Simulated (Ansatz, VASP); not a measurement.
# Cross-check of Zr2SNO (Zr2NOS MXene bilayer, AA) between VASP and Ansatz, part 2 of 3

Aim: how closely do two programs agree when they are given the same cell, functional and k mesh? Of the first pair: The structure shown is the start of the Ansatz relaxation below; VASP solves that cell, so the two are compared at the walk's first step.

VASP 6.6.1 and Ansatz 0.2.0.

So far: Starting point; Ansatz: relaxation, PBE with D3(BJ).

## Step 3: VASP: single point, PBE with D3(BJ), start cell, pair 1

Level of this step: PBE with D3(BJ), zero-moment start; plane waves and PAW (S, Zr_sv, N, O) (VASP).

The same cell, functional, mesh and smearing now go to VASP, with its own data sets.

Lines of VASP's logs that name or quote its potential files are left out, and so is its time.

INCAR reads:

```
SYSTEM = Zr2SNO
PREC = Accurate
ENCUT = 520
EDIFF = 1E-06
NELM = 200
ISMEAR = -1
SIGMA = 0.05
LREAL = .FALSE.
ALGO = Normal
GGA = PE
IVDW = 12
NBANDS = 56
ISPIN = 2
MAGMOM = 0 -0 -0 -0 0 0 0 -0 0 -0
LASPH = .TRUE.
LMAXMIX = 4
LORBIT = 11
LWAVE = .FALSE.
LCHARG = .FALSE.
ISIF = 2
LDIPOL = .TRUE.
IDIPOL = 3
DIPOL = 0.5 0.5 0.274
LVHAR = .TRUE.
GGA_COMPAT = .FALSE.
NELMDL = -8
KPAR = 2
```

POSCAR reads:

```
Zr2SNO
1.0
    3.2175000000      0.0000000000      0.0000000000
   -1.6087500000      2.7864370000      0.0000000000
    0.0000000000      0.0000000000     52.2461040000
S Zr N O
2 4 2 2
Direct
    0.3333332137      0.6666664274      0.1339812821
    0.3333332137      0.6666664274      0.2983289625
    0.6666666069      0.3333332137      0.1694802927
    0.3333332137      0.6666664274      0.2180787490
    0.6666666069      0.3333332137      0.3338279731
    0.3333332137      0.6666664274      0.3824264293
    0.0000000000      0.0000000000      0.1937795209
    0.0000000000      0.0000000000      0.3581272012
    0.6666666069      0.3333332137      0.2418654222
    0.6666666069      0.3333332137      0.4062131025
```

KPOINTS reads:

```
Automatic mesh
0
Gamma
12 12 1
0 0 0
```

The projector-augmented-wave data sets are S, Zr_sv, N and O (PBE family, release 64).

Launch:

```bash
$ mpirun -np 2 vasp_std
```

Numbers of over 12 decimals in the logs are rounded to 6 here.

What it wrote:

```text
[banner, memory and clock lines left out]
running    2 mpi-ranks, on    1 nodes
 distrk:  each k-point on    1 cores,    2 groups
 distr:  one band on    1 cores,    1 groups

 POSCAR found type information on POSCAR S ZrN O
 POSCAR found :  4 types and      10 ions
 LDA part: xc-table for (Slater+PW92), standard interpolation
|                                                                             |
|           W    W    AA    RRRRR   N    N  II  N    N   GGGG   !!!           |
|           W    W   A  A   R    R  NN   N  II  NN   N  G    G  !!!           |
|           W    W  A    A  R    R  N N  N  II  N N  N  G       !!!           |
|           W WW W  AAAAAA  RRRRR   N  N N  II  N  N N  G  GGG   !            |
|           WW  WW  A    A  R   R   N   NN  II  N   NN  G    G                |
|           W    W  A    A  R    R  N    N  II  N    N   GGGG   !!!           |
|                                                                             |
|     One of the lattice vectors is very long (>50 A), but AMIN is rather     |
|     large. This can spoil convergence since charge sloshing might occur     |
|     along the long lattice vector. If problems with convergence are         |
|     observed, try to decrease AMIN to a smaller value (e.g. 0.01).          |
|     Note: This warning only applies if the self-consistency cycle is        |
|     used.                                                                   |
|                                                                             |

 POSCAR, INCAR and KPOINTS ok, starting setup
 FFT: planning ... GRIDC
 FFT: planning ... GRID_SOFT
 FFT: planning ... GRID
 WAVECAR not read
 entering main loop
       N       E                     dE             d eps       ncg     rms          rms(c)
DAV:   1     0.837436428428E+03    0.83744E+03   -0.39242E+04  5016   0.124E+03
DAV:   2    -0.808891542412E+00   -0.83825E+03   -0.81314E+03  5432   0.355E+02
DAV:   3    -0.931178206080E+02   -0.92309E+02   -0.90748E+02  5680   0.105E+02
DAV:   4    -0.100618429070E+03   -0.75006E+01   -0.74582E+01  7344   0.283E+01
DAV:   5    -0.101085482371E+03   -0.46705E+00   -0.46685E+00  6472   0.538E+00
DAV:   6    -0.101092240056E+03   -0.67577E-02   -0.67566E-02  6536   0.784E-01
DAV:   7    -0.101092488825E+03   -0.24877E-03   -0.24874E-03  6192   0.144E-01
DAV:   8    -0.101092499340E+03   -0.10516E-04   -0.10515E-04  6336   0.272E-02    0.436E+01
DAV:   9    -0.883300237463E+02    0.12762E+02   -0.69573E+01  5488   0.330E+01    0.197E+01
DAV:  10    -0.105459436589E+03   -0.17129E+02   -0.79413E+01  6160   0.220E+01    0.199E+01
DAV:  11    -0.237701100576E+03   -0.13224E+03   -0.14738E+03  6728   0.412E+01    0.664E+01
DAV:  13    -0.104735908702E+03    0.53634E+02   -0.12054E+02  5944   0.203E+01    0.164E+01
DAV:  14    -0.924349433227E+02    0.12301E+02   -0.89498E+01  5088   0.196E+01    0.111E+01
DAV:  15    -0.895258628156E+02    0.29091E+01   -0.55630E+00  5576   0.986E+00    0.825E+00
[...]
DAV:  38    -0.874070928779E+02    0.14537E-04   -0.20492E-05  4576   0.157E-02    0.209E-02
DAV:  39    -0.874070499151E+02    0.42963E-04   -0.40774E-05  4504   0.218E-02    0.154E-02
DAV:  40    -0.874070433418E+02    0.65733E-05   -0.63801E-06  4496   0.802E-03    0.140E-02
DAV:  41    -0.874070365427E+02    0.67990E-05   -0.43054E-06  4480   0.748E-03    0.909E-03
DAV:  42    -0.874070292781E+02    0.72646E-05   -0.41232E-06  4440   0.753E-03    0.519E-03
DAV:  43    -0.874070320279E+02   -0.27498E-05   -0.24782E-06  4040   0.586E-03    0.214E-03
DAV:  44    -0.874070335636E+02   -0.15356E-05   -0.71184E-07  3312   0.329E-03    0.231E-03
DAV:  45    -0.874070337425E+02   -0.17895E-06   -0.18853E-07  2928   0.177E-03
   1 F= -.90481874E+02 E0= -.90462730E+02  d E =-.382870E-01  mag=    -0.0002
```

Parts of OUTCAR (step 3):

```text
ion  position               nearest neighbor table
   1  0.333  0.667  0.134-   3 2.62   3 2.62   3 2.63
   2  0.333  0.667  0.298-   5 2.62   5 2.62   5 2.63
   3  0.667  0.333  0.169-   7 2.25   7 2.25   7 2.25   1 2.62   1 2.62   1 2.63   4 3.15   4 3.15
                             4 3.15
   4  0.333  0.667  0.218-   9 2.23   9 2.23   9 2.24   7 2.25   7 2.25   7 2.25   3 3.15   3 3.15
                             3 3.15
   5  0.667  0.333  0.334-   8 2.25   8 2.25   8 2.25   2 2.62   2 2.62   2 2.63   6 3.15   6 3.15
                             6 3.15
   6  0.333  0.667  0.382-  10 2.23  10 2.23  10 2.24   8 2.25   8 2.25   8 2.25   5 3.15   5 3.15
                             5 3.15
   7  0.000  0.000  0.194-   4 2.25   3 2.25   3 2.25   4 2.25   4 2.25   3 2.25
   8  0.000  0.000  0.358-   6 2.25   5 2.25   5 2.25   6 2.25   6 2.25   5 2.25
   9  0.667  0.333  0.242-   4 2.23   4 2.23   4 2.24
  10  0.667  0.333  0.406-   6 2.23   6 2.23   6 2.24

  LATTYP: Found a hexagonal cell.
 ALAT       =     3.2175000000
 C/A-ratio  =    16.2381053613

 Subroutine GETGRP returns: Found  6 space group operations
 (whereof  6 operations were pure point group operations)

The static configuration has the point symmetry C_3v.

 Found     19 irreducible k-points:

   k-points           NKPTS =     19   k-points in BZ     NKDIM =     19   number of bands    NBANDS=     56

   dimension x,y,z NGX =    24 NGY =   24 NGZ =  392
   dimension x,y,z NGXF=    48 NGYF=   48 NGZF=  784

   ENCUT  =  520.0 eV  38.22 Ry    6.18 a.u.   5.98  5.98 97.14*2*pi/ulx,y,z

   NELECT =      82.0000    total number of electrons

 k-points in reciprocal lattice and weights: Automatic mesh
   0.00000000  0.00000000  0.00000000       0.007
   0.08333333 -0.00000000  0.00000000       0.042
   0.16666667 -0.00000000  0.00000000       0.042
   0.25000000 -0.00000000  0.00000000       0.042
   0.33333333 -0.00000000  0.00000000       0.042
   0.41666667 -0.00000000  0.00000000       0.042
   0.50000000 -0.00000000  0.00000000       0.021
   0.08333333  0.08333333  0.00000000       0.042
   0.16666667  0.08333333  0.00000000       0.083
[...]
0.33333333  0.25000000  0.00000000       0.083
   0.33333333  0.33333333  0.00000000       0.014

 dipolmoment           0.000000      0.000000      0.051818 electrons x Angstroem

 average (electrostatic) potential at core
       1 -92.8391       2 -92.8483       3 -85.5843       4 -86.2313       5 -85.5853
       6 -86.2182       7 -71.5299       8 -71.5290       9 -77.0241      10 -76.9472

 E-fermi :  -2.0728

 spin component 1
 k-point     1 :       0.0000    0.0000    0.0000
  band No.  band energies     occupation
    ...
     32      -4.7636      1.00000
     33      -4.6847      1.00000
     34      -4.6847      1.00000
     35      -4.5433      1.00000
     36      -4.0322      1.00000
     37      -1.8351      0.00855
     38      -1.8351      0.00855
     39      -1.8143      0.00565
     40      -1.8143      0.00565
     41      -1.4308      0.00000
    ...

 k-point     2 :       0.0833   -0.0000    0.0000
  band No.  band energies     occupation
    ...
     34      -4.7153      1.00000
     35      -4.3175      1.00000
     36      -3.9930      1.00000
     37      -2.4293      0.99920
     38      -2.3948      0.99841
     39      -2.0170      0.24684
     40      -2.0005      0.19077
     41      -1.5277      0.00002
     42      -1.4791      0.00001
     43      -0.9950      0.00000
    ...

 k-point     3 :       0.1667   -0.0000    0.0000
  band No.  band energies     occupation
    ...
     37      -3.2395      1.00000
     38      -3.1902      1.00000
     39      -2.2460      0.96963
     40      -2.2328      0.96086
     41      -2.1024      0.64399
     42      -2.0361      0.32447
     43      -0.6920      0.00000
     44      -0.5890      0.00000
     45      -0.5001      0.00000
     46      -0.4782      0.00000
    ...

 k-point     4 :       0.2500   -0.0000    0.0000
  band No.  band energies     occupation
    ...
     38      -3.8550      1.00000
     39      -2.6852      1.00000
     40      -2.5851      0.99996
     41      -2.4275      0.99917
     42      -2.4109      0.99884
     43      -0.3071      0.00000
     44      -0.2175      0.00000
     45       0.0823      0.00000
     46       0.1001      0.00000
     47       0.2802      0.00000
    ...

 k-point     5 :       0.3333   -0.0000    0.0000
  band No.  band energies     occupation
    ...
     38      -4.0556      1.00000
     39      -3.0861      1.00000
     40      -2.9805      1.00000
     41      -2.5733      0.99996
     42      -2.5531      0.99993
     43       0.0174      0.00000
     44       0.0891      0.00000
     45       0.4246      0.00000
     46       0.4857      0.00000
     47       0.8253      0.00000
    ...

 k-point     6 :       0.4167   -0.0000    0.0000
  band No.  band energies     occupation
    ...
     38      -4.0622      1.00000
     39      -3.2953      1.00000
     40      -3.1988      1.00000
     41      -2.6660      0.99999
     42      -2.6439      0.99999
     43      -0.0747      0.00000
     44       0.0009      0.00000
     45       1.1227      0.00000
     46       1.1785      0.00000
     47       1.5148      0.00000
    ...

 Edisp (eV)   -3.07484

  Total       4.41354     4.41354    -9.54016     0.00000     0.00000     0.00000
  in kB      15.09649    15.09649   -32.63207     0.00000     0.00000     0.00000
  external pressure =       -0.81 kB  Pullay stress =        0.00 kB

  energy-cutoff  :      520.00
  volume of cell :      468.41
      direct lattice vectors                 reciprocal lattice vectors
     3.217500000  0.000000000  0.000000000     0.310800311  0.179440626  0.000000000
    -1.608750000  2.786437000  0.000000000     0.000000000  0.358881252  0.000000000
     0.000000000  0.000000000 52.246104000     0.000000000  0.000000000  0.019140183

 POSITION                                       TOTAL-FORCE (eV/Angst)
 -----------------------------------------------------------------------------------
      0.00000      1.85762      7.00000        -0.000000      0.000000      1.766445
      0.00000      1.85762     15.58653         0.000000     -0.000000      1.762357
      1.60875      0.92881      8.85468        -0.000000      0.000000     -2.796923
      0.00000      1.85762     11.39377         0.000000      0.000000      4.059548
      1.60875      0.92881     17.44121        -0.000000      0.000000     -2.979967
      0.00000      1.85762     19.98029         0.000000      0.000000      4.307997
      0.00000      0.00000     10.12423        -0.000000      0.000000      0.042980
      0.00000      0.00000     18.71075        -0.000000      0.000000      0.009840
      1.60875      0.92881     12.63653        -0.000000      0.000000     -2.973291
      1.60875      0.92881     21.22305         0.000000      0.000000     -3.198985
 -----------------------------------------------------------------------------------
    total drift:                               -0.000001      0.004647     -0.000266

  FREE ENERGIE OF THE ION-ELECTRON SYSTEM (eV)
  ---------------------------------------------------
  free  energy   TOTEN  =       -90.4818736822 eV

  energy  without entropy=      -90.4435866760  energy(sigma->0) =      -90.46273018

 vacuum level on the upper side and lower side of the slab         5.026         3.977

 total charge
# of ion       s       p       d       tot
------------------------------------------
    1        1.369   2.307   0.000   3.677
    2        1.373   2.296   0.000   3.669
    3        2.173   6.034   1.692   9.900
    4        2.169   6.043   1.542   9.754
    5        2.174   6.035   1.691   9.900
    6        2.170   6.043   1.537   9.750
    7        1.253   2.501   0.000   3.754
    8        1.253   2.502   0.000   3.755
    9        1.575   3.365   0.000   4.940
   10        1.576   3.357   0.000   4.933
--------------------------------------------------
tot         17.085  40.484   6.462  64.031

 magnetization (x)
# of ion       s       p       d       tot
------------------------------------------
    1        0.000  -0.000   0.000  -0.000
    2        0.000  -0.000   0.000  -0.000
    3       -0.000  -0.000  -0.000  -0.000
    4       -0.000  -0.000  -0.000  -0.000
    5       -0.000   0.000  -0.000  -0.000
    6        0.000   0.000  -0.000  -0.000
    7        0.000   0.000   0.000   0.000
    8        0.000   0.000   0.000   0.000
    9        0.000   0.000   0.000   0.000
   10        0.000  -0.000   0.000  -0.000
--------------------------------------------------
tot          0.000  -0.000  -0.000  -0.000

[... 6 further parts left out ...]
```

## Step 4: Comparison

Known differences besides the potentials themselves: Ansatz cuts the interaction across the vacuum, VASP repeats the sheet with a dipole correction; the cutoff is 420 eV in Ansatz and 520 eV in VASP. Total energies have different zeros and are not compared.

Forces (eV/Å; atoms numbered as in POSCAR):

| atom | Ansatz x, y, z | VASP x, y, z |
| --- | --- | --- |
| S1 | 0.000, 0.000, 1.762 | 0.000, 0.000, 1.766 |
| S2 | 0.000, 0.000, 1.757 | 0.000, 0.000, 1.762 |
| Zr3 | 0.000, 0.000, -2.770 | 0.000, 0.000, -2.797 |
| Zr4 | 0.000, 0.000, 4.068 | 0.000, 0.000, 4.060 |
| Zr5 | 0.000, 0.000, -2.951 | 0.000, 0.000, -2.980 |
| Zr6 | 0.000, 0.000, 4.307 | 0.000, 0.000, 4.308 |
| N7 | 0.000, 0.000, 0.043 | 0.000, 0.000, 0.043 |
| N8 | 0.000, 0.000, 0.011 | 0.000, 0.000, 0.010 |
| O9 | 0.000, 0.000, -3.004 | 0.000, 0.000, -2.973 |
| O10 | 0.000, 0.000, -3.223 | 0.000, 0.000, -3.199 |

The forces differ by 10 meV/Å r.m.s., which is 0.6 % of the r.m.s. force of 1.603 eV/Å (both taken over all components). Moments aren't recorded for both runs of this pair, so they may hold unlike magnetic states. With vacuum in the cell, a pressure given here is an average over mostly empty space and none of the material.

[end of part 2 of 3]

[Lines on the potential files, build, host, timing and source positions are cut from VASP's logs without a mark.]

[Logs are printed without paths, hosts, clocks, repeated set-up lines and the standing remarks that a program may print on its own settings, such as how far it seeks lower states.]

[Hosts, paths, dates, database ids (printed as entryN), source tags and the programs' standing remarks are cut or masked in the printed files.]
